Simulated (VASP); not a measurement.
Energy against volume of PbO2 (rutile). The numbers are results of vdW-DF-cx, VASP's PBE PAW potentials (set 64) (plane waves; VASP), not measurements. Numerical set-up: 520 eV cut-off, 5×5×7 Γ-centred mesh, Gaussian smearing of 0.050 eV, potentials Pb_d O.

Shape and ions are relaxed at each volume.

```tsv
V (Å³/atom)	E (eV/atom)
13.901	-3.25430
14.331	-3.26004
14.761	-3.25582
15.191	-3.24362
```

Fit these four points and predict the energy of the run at 13.471 Å³/atom.

A cubic in V^(−2/3), the third-order Birch-Murnaghan form, passes through the four points with V0 = 14.35 Å³/atom and B0 = 122 GPa, and gives -3.2362 eV/atom there. The run gave -3.2364 eV/atom, -0.2 meV/atom from the fit; all five points give B0 = 122 GPa.

The compound is PbO2 in the rutile structure. It was relaxed first.
